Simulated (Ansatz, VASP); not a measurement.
**Cross-check of Re (Rhenium) between VASP and Ansatz**

One calculation is typed for both programs; each brings its own data sets. How far apart do they land? The cell is taken from a series of runs on this material, whose earlier steps may have relaxed, scaled, displaced or heated it; both programs get it as it stands.

Program: Ansatz 0.2.0. Level of theory: plane waves, with VASP 6.6.1 beside it; zone-centre phonons at PBEsol. Results are calculated unless marked as measured.

### Step 1. Set-up

It takes space group P6_3/mmc (No. 194, hexagonal). The conventional cell has a = 2.744 Å, b = 2.744 Å, c = 4.486 Å, α = 90.00°, β = 90.00°, γ = 120.00°. Nearest to Re lie 12 Re at 2.74 to 2.75 Å.

### Step 2. VASP: zone-centre phonons, PBEsol

Second derivatives magnify differences that forces hide, and they need a tight electronic threshold.

Lines of VASP's logs that name or quote its potential files are left out, and so is its time.

INCAR

```
SYSTEM = Re
PREC = Accurate
ENCUT = 600
EDIFF = 1E-08
NELM = 120
ISMEAR = 1
SIGMA = 0.2
LREAL = .FALSE.
ALGO = Normal
GGA = PS
NBANDS = 13
LASPH = .TRUE.
LORBIT = 11
LWAVE = .FALSE.
LCHARG = .FALSE.
ISIF = 2
IBRION = 8
GGA_COMPAT = .FALSE.
KPAR = 2
```

POSCAR

```
Re
1.0
    2.7440644787      0.0000000000      0.0000000000
   -1.3720322393      2.3764295482      0.0000000000
    0.0000000000      0.0000000000      4.4857694804
Re
2
Direct
    0.3333333323      0.6666666677      0.2500000000
    0.6666666677      0.3333333323      0.7500000000
```

KPOINTS

```
Automatic mesh
0
Gamma
18 18 12
0 0 0
```

Potentials, in the order of the species: Re (PBE family, release 64).

Run with:

```sh
mpirun -np 2 vasp_std
```

Numbers of over 12 decimals in the logs are rounded to 6 here.

The program printed:

```text
[banner, memory and clock lines left out]
running    2 mpi-ranks, on    1 nodes
 distrk:  each k-point on    1 cores,    2 groups
 distr:  one band on    1 cores,    1 groups

 POSCAR found type information on POSCAR Re
 POSCAR found :  1 types and       2 ions
|                                                                             |
|               ----> ADVICE to this user running VASP <----                  |
|                                                                             |
|     You enforced a specific xc type in the INCAR file but a different       |
|     [... a line on the potential file left out ...]
|     I HOPE YOU KNOW WHAT YOU ARE DOING!                                     |
|                                                                             |

 LDA part: xc-table for (Slater+PW92), standard interpolation
 POSCAR, INCAR and KPOINTS ok, starting setup
 FFT: planning ... GRIDC
 FFT: planning ... GRID_SOFT
 FFT: planning ... GRID
 WAVECAR not read
 entering main loop
       N       E                     dE             d eps       ncg     rms          rms(c)
DAV:   1     0.318725609107E+02    0.31873E+02   -0.73438E+03 12716   0.145E+03
DAV:   2    -0.252728030413E+02   -0.57145E+02   -0.48592E+02 11263   0.330E+02
DAV:   3    -0.282069487786E+02   -0.29341E+01   -0.25995E+01 11797   0.980E+01
DAV:   4    -0.282546706841E+02   -0.47722E-01   -0.46805E-01 10876   0.680E+00
DAV:   5    -0.282553364451E+02   -0.66576E-03   -0.66513E-03 11309   0.109E+00    0.449E+01
DAV:   6    -0.271181553502E+02    0.11372E+01   -0.98274E-01 11728   0.280E+01    0.184E+01
DAV:   7    -0.267458570610E+02    0.37230E+00   -0.65832E-01 11973   0.223E+01    0.545E-01
DAV:   8    -0.267338279043E+02    0.12029E-01   -0.79601E-03 11050   0.797E-01    0.151E-01
DAV:   9    -0.267327359720E+02    0.10919E-02   -0.58256E-04 12259   0.260E-01    0.429E-02
DAV:  10    -0.267327413102E+02   -0.53382E-05   -0.57844E-05 11176   0.979E-02    0.171E-02
DAV:  11    -0.267327420225E+02   -0.71227E-06   -0.80615E-07 12186   0.193E-02    0.170E-03
DAV:  12    -0.267327417567E+02    0.26576E-06   -0.32547E-08  8623   0.714E-03    0.822E-04
DAV:  13    -0.267327417582E+02   -0.14702E-08   -0.17544E-08  7580   0.194E-03
   1 F= -.26732742E+02 E0= -.26733006E+02  d E =0.791630E-03
 Linear response reoptimize wavefunctions to high precision
DAV:   1    -0.267327417542E+02    0.40327E-08   -0.85480E-09  7861   0.152E-03
DAV:   2    -0.267327417542E+02   -0.10914E-10   -0.27395E-10  5917   0.612E-04
 Linear response DOF=           2
 Linear response progress:
  Degree of freedom:   1/  2
       N       E                     dE             d eps       ncg     rms          rms(c)
RMM:   1    -0.738650840330E-01   -0.73865E-01   -0.61608E+00 29917   0.159E+02
RMM:   2    -0.142366424286E+00   -0.68501E-01   -0.69632E-02 66863   0.272E+00    0.132E-01
RMM:   3    -0.141997083100E+00    0.36934E-03   -0.18555E-03 66537   0.367E-01    0.896E-02
RMM:   4    -0.141177944005E+00    0.81914E-03   -0.10867E-03 68526   0.337E-01    0.235E-02
RMM:   5    -0.141226444214E+00   -0.48500E-04   -0.48675E-05 65521   0.778E-02    0.923E-03
RMM:   6    -0.141238550548E+00   -0.12106E-04   -0.68888E-06 69124   0.298E-02    0.279E-03
RMM:   7    -0.141239058268E+00   -0.50772E-06   -0.48746E-07 62191   0.760E-03    0.117E-03
RMM:   8    -0.141237669428E+00    0.13888E-05    0.22431E-08 66827   0.260E-03    0.391E-04
RMM:   9    -0.141236855807E+00    0.81362E-06   -0.11272E-07 69784   0.147E-03    0.683E-05
RMM:  10    -0.141236739978E+00    0.11583E-06   -0.12274E-07 69503   0.938E-04    0.250E-05
RMM:  11    -0.141236755315E+00   -0.15338E-07   -0.12351E-07 71771   0.902E-04    0.460E-06
RMM:  12    -0.141236751594E+00    0.37211E-08   -0.11310E-07 71778   0.885E-04    0.211E-06
RMM:  13    -0.141236753438E+00   -0.18434E-08   -0.95921E-08 73055   0.887E-04    0.749E-07
 first order change of Fermi-energy  -0.16363E-04
 force on displaced ion       1 direction 1 :  -4.492   0.000   0.000
 Linear response progress:
  Degree of freedom:   2/  2
       N       E                     dE             d eps       ncg     rms          rms(c)
RMM:   1    -0.110470041719E+00   -0.11047E+00   -0.66886E+00 10280   0.165E+02
RMM:   2    -0.184686973517E+00   -0.74217E-01   -0.58242E-02 21427   0.327E+00    0.204E-01
RMM:   3    -0.186011434096E+00   -0.13245E-02   -0.66203E-03 22319   0.675E-01    0.117E-01
RMM:   4    -0.186103697147E+00   -0.92263E-04   -0.77977E-04 24146   0.196E-01    0.530E-02
RMM:   5    -0.186279746147E+00   -0.17605E-03   -0.21923E-04 22525   0.150E-01    0.116E-02
RMM:   6    -0.186294345942E+00   -0.14600E-04    0.11961E-04 21623   0.402E-02    0.659E-03
RMM:   7    -0.186337325603E+00   -0.42980E-04    0.28553E-05 21241   0.267E-02    0.292E-03
RMM:   8    -0.186336622544E+00    0.70306E-06    0.18633E-05 24225   0.945E-03    0.141E-03
RMM:   9    -0.186331570244E+00    0.50523E-05    0.88981E-06 20478   0.115E-02    0.264E-04
RMM:  10    -0.186333418553E+00   -0.18483E-05   -0.18327E-06 23956   0.333E-03    0.217E-04
RMM:  11    -0.186333469814E+00   -0.51261E-07   -0.44690E-07 22519   0.152E-03    0.158E-04
RMM:  12    -0.186333043147E+00    0.42667E-06   -0.11117E-06 22706   0.136E-03    0.259E-05
RMM:  13    -0.186333164982E+00   -0.12184E-06   -0.10259E-06 24802   0.107E-03    0.645E-06
RMM:  14    -0.186333128920E+00    0.36062E-07   -0.40325E-07 24906   0.946E-04    0.570E-06
[...]
RMM:  21    -0.186333158609E+00    0.80950E-10   -0.41591E-07 25246   0.940E-04    0.411E-07
RMM:  22    -0.186333158213E+00    0.39590E-09   -0.37419E-07 24142   0.939E-04    0.641E-07
RMM:  23    -0.186333158329E+00   -0.11668E-09   -0.38837E-07 24185   0.937E-04    0.107E-06
RMM:  24    -0.186333158691E+00   -0.36116E-09   -0.43990E-07 23985   0.936E-04    0.108E-06
RMM:  25    -0.186333157648E+00    0.10426E-08   -0.16304E-07 24324   0.936E-04    0.106E-06
RMM:  26    -0.186333157784E+00   -0.13569E-09   -0.17554E-07 24355   0.935E-04    0.148E-06
RMM:  27    -0.186333157878E+00   -0.93894E-10   -0.10423E-07 24402   0.934E-04    0.163E-06
RMM:  28    -0.186333157722E+00    0.15531E-09   -0.45792E-08 24369   0.933E-04    0.157E-06
 first order change of Fermi-energy   0.85918E-04
 force on displaced ion       1 direction 3 :   0.000  -0.000  -1.751
 Linear response finished
```

Parts of OUTCAR (step 2):

```text
ion  position               nearest neighbor table
   1  0.333  0.667  0.250-   2 2.75   2 2.75   2 2.75   2 2.75   2 2.75   2 2.75
   2  0.667  0.333  0.750-   1 2.75   1 2.75   1 2.75   1 2.75   1 2.75   1 2.75

  LATTYP: Found a hexagonal cell.
 ALAT       =     2.7440644787
 C/A-ratio  =     1.6347172288

 Subroutine GETGRP returns: Found 24 space group operations
 (whereof 12 operations were pure point group operations)

The static configuration has the point symmetry D_3d.
 The point group associated with its full space group is D_6h.

 Found    259 irreducible k-points:

   k-points           NKPTS =    259   k-points in BZ     NKDIM =    259   number of bands    NBANDS=     13

   dimension x,y,z NGX =    24 NGY =   24 NGZ =   36
   dimension x,y,z NGXF=    48 NGYF=   48 NGZF=   72

   ENCUT  =  600.0 eV  44.10 Ry    6.64 a.u.   5.48  5.48  8.96*2*pi/ulx,y,z

   NELECT =      14.0000    total number of electrons

 k-points in reciprocal lattice and weights: Automatic mesh
   0.00000000  0.00000000  0.00000000       0.000
   0.05555556  0.00000000  0.00000000       0.002
   0.11111111  0.00000000  0.00000000       0.002
   0.16666667  0.00000000  0.00000000       0.002
   0.22222222  0.00000000  0.00000000       0.002
   0.27777778  0.00000000  0.00000000       0.002
   0.33333333  0.00000000  0.00000000       0.002
   0.38888889  0.00000000  0.00000000       0.002
   0.44444444  0.00000000  0.00000000       0.002
[...]
0.33333333  0.27777778  0.50000000       0.003
   0.33333333  0.33333333  0.50000000       0.001

 average (electrostatic) potential at core
       1 -38.8819       2 -38.8819

  Total        0.0124100      0.0124100     -1.0550283      0.0000000      0.0000000      0.0000000
  in kB        0.6797139      0.6797139    -57.7854476      0.0000000      0.0000000      0.0000000
  external PRESSURE =     -18.8086733 kB  Pullay stress =       0.0000000 kB

  energy-cutoff  :      600.00
  volume of cell :       29.25
      direct lattice vectors                 reciprocal lattice vectors
     2.744064479  0.000000000  0.000000000     0.364422924  0.210399673  0.000000000
    -1.372032239  2.376429548  0.000000000     0.000000000  0.420799346  0.000000000
     0.000000000  0.000000000  4.485769480     0.000000000  0.000000000  0.222927193

 POSITION                                       TOTAL-FORCE (eV/Angst)
 -----------------------------------------------------------------------------------
     -0.00000      1.58429      1.12144        -0.000000      0.000000      0.000000
      1.37203      0.79214      3.36433         0.000000     -0.000000      0.000000
 -----------------------------------------------------------------------------------
    total drift:                               -0.000000      0.000000     -0.000000

 Eigenvectors and eigenvalues of the dynamical matrix
 ----------------------------------------------------

   1 f  =    3.433978 THz    21.576321 2PiTHz  114.545182 cm-1    14.201786 meV
             X         Y         Z           dx          dy          dz
     -0.000000  1.584286  1.121442     0.380014    0.596313    0.000000
      1.372032  0.792143  3.364327    -0.380014   -0.596313    0.000000

   2 f  =    3.433978 THz    21.576321 2PiTHz  114.545182 cm-1    14.201786 meV
             X         Y         Z           dx          dy          dz
     -0.000000  1.584286  1.121442     0.596313   -0.380014   -0.000000
      1.372032  0.792143  3.364327    -0.596313    0.380014   -0.000000

   3 f  =    2.143669 THz    13.469070 2PiTHz   71.505104 cm-1     8.865499 meV
             X         Y         Z           dx          dy          dz
     -0.000000  1.584286  1.121442     0.000000    0.000000   -0.707107
      1.372032  0.792143  3.364327     0.000000    0.000000    0.707107

   4 f  =    0.000000 THz     0.000000 2PiTHz    0.000001 cm-1     0.000000 meV
             X         Y         Z           dx          dy          dz
     -0.000000  1.584286  1.121442     0.113202   -0.626440   -0.307829
      1.372032  0.792143  3.364327     0.113202   -0.626440   -0.307829

   5 f/i=    0.000000 THz     0.000000 2PiTHz    0.000001 cm-1     0.000000 meV
             X         Y         Z           dx          dy          dz
     -0.000000  1.584286  1.121442     0.695056    0.072625    0.107809
      1.372032  0.792143  3.364327     0.695056    0.072625    0.107809

   6 f/i=    0.000000 THz     0.000000 2PiTHz    0.000002 cm-1     0.000000 meV
             X         Y         Z           dx          dy          dz
     -0.000000  1.584286  1.121442    -0.063894   -0.319842    0.627390
      1.372032  0.792143  3.364327    -0.063894   -0.319842    0.627390

 ELASTIC MODULI CONTR FROM IONIC RELAXATION (kBar)
 Direction    XX          YY          ZZ          XY          YZ          ZX
 --------------------------------------------------------------------------------
 XX        -122.3909    122.3909      0.0000     -0.0000      0.0000      0.0000
 YY         122.3909   -122.3909     -0.0000     -0.0000      0.0000     -0.0000
 ZZ           0.0000     -0.0000     -0.0000      0.0000      0.0000      0.0000
 XY          -0.0000     -0.0000      0.0000   -122.3909      0.0000     -0.0000
 YZ           0.0000      0.0000      0.0000      0.0000      0.0000      0.0000
 ZX           0.0000     -0.0000      0.0000     -0.0000      0.0000     -0.0000
 --------------------------------------------------------------------------------
```

The data set Re keeps the semicore shell frozen, which is cheaper and a little less accurate.

### Step 3. Ansatz: zone-centre phonons, PBEsol

Ansatz runs on its PAW soft_1 files.

The same cell, functional, mesh and smearing now go to Ansatz, which takes its cutoff from its data sets.

input.yaml

```yaml
crystal:
  lattice:
    - [2.7440644787, 0.0, 0.0]
    - [-1.3720322393, 2.3764295482, 0.0]
    - [0.0, 0.0, 4.4857694804]
  atoms:
    - { symbol: Re, position: [0.3333333323, 0.6666666677, 0.25] }
    - { symbol: Re, position: [0.6666666677, 0.3333333323, 0.75] }
kpoints:
  mp_grid: { grid: [18, 18, 12] }
hamiltonian:
  xc: pbesol
  pseudopotentials: { kind: paw, azcp: { folder: soft_1 }, xc_functional: pbe }
scf:
  occupations: { method: methfessel_paxton, width: 0.2 }
output:
  eigenvalues: true
phonons:
  method: dfpt
```

Run with:

```sh
ansatz run input.yaml --threads 4 --pin off --max-ram 10240MiB --backend cpu --events-out ev --progress --plain --runs-dir out
```

The program printed:

```text
zone centre: on kpoints.mp_grid the ground state, and the responses unless they are solved on pairs of k-points, stand on 637 of the mesh's 3888 k-points, reduced under 4 symmetry operations, with k and −k counted as one. Each operation leaves every solved displacement unchanged or reverses it
Engine: ansatz 0.2.0, x86_64-unknown-linux-gnu
Pseudopotentials: kind: paw
Pseudopotential: Re, paw, valence charge 15, recommended cutoff 420 eV (normal), soft_1/Re.paw.azcp
Functional definition: PBEsol
  exchange = pbesol_x
  correlation = pbesol_c
Crystal: 2 atoms, lattice volume = 29.252 Å³
Basis set: ecut = 420 eV, 573 PW (Γ), exchange–correlation on 40×40×60 points (8 copies of the dense FFT grid, shifted against one another)
Bands: 19, of which v1, the nominal top of the filled ones, is band 15 counted from 1 (14 counted from 0)
Symmetry: 24 space group operations
k-points: 637 of 3888 (irreducible under 4 space group operations, time reversal used)
Non-local potential: Re, projectors of the file, l = 0: 3, l = 1: 2, l = 2: 2, l = 3: 1
PAW form: soft (Blöchl's): semilocal exchange-correlation on the pseudo side does not see the compensation charge
PAW frozen core: Re, regenerated for the run's functional, and the local potential with it (the file was generated under x = pbe(κ = 0.804, μ = 0.219515), c = pbe(β = 0.066725))
PAW one-centre angular grid: Re, 590 points (default); XC on 64 Gauss nodes
Initial density: superposition of atomic densities (chi_scale 0.1, normalization cell)
Initial wavefunctions: pseudopotential atomic-orbital guess
Functional: x = pbesol(κ = 0.804, μ = 0.123457), c = pbesol(β = 0.046)
SCF iter   1: F=—  HF=-21477.174067 eV  |F-HF|=—  |Δ(HF+E_count)|=         —  Δρ=6.28e-2  dr2=1.07e0  ethr=3.10e-3  ⟨swp⟩=4.7  Hψ=47894  notcnv=0
preconditioner: auto → none  [metal: Δε(μ)=0.010 eV  Ē_g=6.452 eV  σ=0.200 eV  W_gap=0.04  n_scr=8 (ndim 8)  ℏωp=25.7 eV  f_vac=0.000  D(μ)=1.53/eV (n_scr^D=22)  sad-step TF]
SCF iter   2: F=—  HF=-21476.884038 eV  |F-HF|=—  |Δ(HF+E_count)|=   2.90e-1  S|Δr|=    0.00e0  Δρ=3.67e-2  dr2=3.53e-1  ethr=3.10e-3  ⟨swp⟩=2.0  Hψ=19429  notcnv=0  defer=6
SCF iter   3: F=—  HF=-21476.748188 eV  |F-HF|=—  |Δ(HF+E_count)|=   1.36e-1  S|Δr|=    0.00e0  Δρ=1.76e-3  dr2=3.25e-4  ethr=1.18e-3  ⟨swp⟩=3.0  Hψ=23453  notcnv=0  defer=6
SCF iter   4: F=—  HF=-21476.748523 eV  |F-HF|=—  |Δ(HF+E_count)|=   3.35e-4  S|Δr|=    0.00e0  Δρ=1.93e-4  dr2=1.13e-5  ethr=1.08e-6  ⟨swp⟩=2.1  Hψ=17720  notcnv=0  defer=6
SCF iter   5: F=—  HF=-21476.748519 eV  |F-HF|=—  |Δ(HF+E_count)|=   4.49e-6  S|Δr|=    0.00e0  Δρ=3.15e-5  dr2=2.03e-7  ethr=3.75e-8  ⟨swp⟩=2.0  Hψ=16465  notcnv=0  defer=6
SCF iter   6: F=—  HF=-21476.748519 eV  |F-HF|=—  |Δ(HF+E_count)|=   7.46e-8  S|Δr|=    0.00e0  Δρ=7.52e-6  dr2=1.20e-8  ethr=6.78e-10  ⟨swp⟩=2.8  Hψ=23107  notcnv=0  defer=6
SCF iter   7: F=—  HF=-21476.748519 eV  |F-HF|=—  |Δ(HF+E_count)|=   2.60e-9  S|Δr|=    0.00e0  Δρ=1.18e-6  dr2=2.36e-10  ethr=4.01e-11  ⟨swp⟩=2.8  Hψ=21777  notcnv=0  defer=6
SCF iter   8: F=-21476.748519 eV  HF=-21476.748519 eV  |F-HF|=0.00e0  |Δ(HF+E_count)|=  7.28e-12  S|Δr|=    0.00e0  Δρ=9.34e-8  dr2=1.06e-12  ethr=1.00e-12  ⟨swp⟩=5.9  Hψ=51943  notcnv=0
SCF 1 converged in 8 iterations: F = -21476.748519 eV  dr2 = 1.06e-12
  greatest PAW one-centre occupation: 0.999 electrons in one spin orbital (limit 2), on the Re atom at site 1 (counted from 0), in its partial waves of l = 0
DFPT response loops at Γ: preconditioner auto → Kerker (q_TF=auto, 2.740 Å⁻¹) (partly filled bands, converged f_vac=0.000); β = 1.00, the filter's whole step (`scf.mixing.beta` (0.50) is not read by the response loops under this deck's `scf.mixing.preconditioner`; to damp them name `kerker` or `kerker_dos`, under which they read `scf.mixing.beta`, and type it under 1.00, their step now; both keys bind the ground state too); Broyden in place of MSR1
SCF converged after 8 iterations
Stability not checked: this state was not tested for a lower state beside it, because cold or Methfessel-Paxton smearing, or corrected tetrahedra, fill the levels in a way that the test cannot read (fill_not_monotonic; see scf.lower_state_search)
Free energy (F): -21476.748519 eV
Harris-Foulkes:  -21476.748519 eV  (|F-HF|=0.00e0)
Internal energy: -21476.749436 eV  (E = F + TS)
E sigma→0 (E₀):  -21476.748748 eV
Entropy (-TS):   0.000917 eV (0.458 meV/atom)
Fermi energy:    24.028712 eV
--- Per-component energies (eV) ---
  E_band       = -141.864557
  E_kinetic    = 1046.998706
  E_local      = -1538.070600  (includes V_loc(G=0)·N_el)
  E_nonlocal   = 165.115856
  E_hartree    = 536.082419
  E_xc         = -708.939876
  E_vxc        = -580.618739  (∫ρ·V_xc dr)
  E_paw        = -17152.081182  (= ΣΔE_a)
  E_vpaw       = -307.454751  (= ΣTr[D̂ρ^β])
  E_aug_tail   = 0.000100  (compensation charges beyond the density's cutoff)
  E_ewald      = -3826.321510
  E_core_change = 0.466653  (= ΣΔE_core)
  E_smearing   = 0.000917  (= −TS)
  E_closure    = 0.000000  (closes the sum)
  Σ components = -21476.748519   (vs F -21476.748519, Δ=0.00e0)
--- Band table (eV; the first three rows and the last of 637) ---
  k-point 0: bands = [... 11 lower, 22.4508, 22.4508, 23.2644, 23.2644, 24.3313, 24.3313, 24.5197, 27.4400]
  k-point 1: bands = [... 11 lower, 22.4124, 22.4124, 23.2143, 23.2143, 24.2797, 24.4444, 24.4444, 27.4478]
  k-point 2: bands = [... 11 lower, 22.3295, 22.3295, 23.0781, 23.0781, 23.6719, 24.7470, 24.7470, 27.4514]
  k-point 636: bands = [... 11 lower, 20.7158, 21.8695, 21.8695, 23.8402, 23.8402, 28.0406, 28.0406, 30.4799]
--- Phonons (Γ-DFPT): 2 representative perturbations + reference, on 637 of 3888 k-points (Σ response iterations 5) ---
  k mesh reduced under 4 symmetry operations, with k and −k counted as one. Each operation leaves every solved displacement unchanged or reverses it
  ASR residual: 9.482e-5 → 0.000e0 eV/Å²; symmetrization residual: 6.228e-10 eV/Å²
  ASR residual per site (eV/Å²): 9.48e-5 9.48e-5
  Γ frequencies (cm⁻¹): 0.00 0.00 0.00 78.45 116.23 116.23
  non-analytic LO–TO correction: not included (Born effective charges unavailable; polar crystals: no LO–TO splitting at Γ)
```

The column dr2 measures how far the density is from self-consistency, as an energy; F and HF (Harris–Foulkes) agree once it is small.

### Step 4. Comparison

Known differences besides the potentials themselves: the data sets hold 30 valence electrons in Ansatz (on its PAW soft_1 files) and 14 in VASP; the cutoff is 420 eV in Ansatz and 600 eV in VASP; Ansatz makes its cores anew for this functional, VASP keeps those of its PBE data sets. Total energies have different zeros and are not compared.

The two programs side by side:

```
                  quantity  Ansatz   VASP  difference
     optical mode 1 (cm⁻¹)    78.5   71.5     +9.71 %
optical mode 2 to 3 (cm⁻¹)   116.2  114.5     +1.47 %
```

Modes are paired by rising frequency, not by their patterns, so a pair may set unlike modes beside each other; they are those without the splitting of longitudinal modes.

### Step 5. Summary of results

```json
{"r.m.s. difference of the optical zone-centre modes, each program's sorted by frequency (zone-centre phonons, PBEsol)": "4.2 cm⁻¹", "difference in optical mode 1 (zone-centre phonons, PBEsol)": "+9.7 %"}
```

In words: The r.m.s. difference of the optical zone-centre modes, each program's sorted by frequency is 4.2 cm⁻¹ (zone-centre phonons, PBEsol). The data sets hold unlike numbers of valence electrons (30 in Ansatz and 14 in VASP), so part of the differences comes from the potentials. Among the rows given in per cent, the largest difference of the zone-centre phonons, PBEsol pair is in optical mode 1, +9.7 %. How closely two codes agree says nothing of how well the functional describes the real material.

[Lines on the potential files, build, host, timing and source positions are cut from VASP's logs without a mark.]

[Logs are printed without paths, hosts, clocks, repeated set-up lines and the standing remarks that a program may print on its own settings, such as how far it seeks lower states.]

[Hosts, paths, dates, database ids (printed as entryN), source tags and the programs' standing remarks are cut or masked in the printed files.]
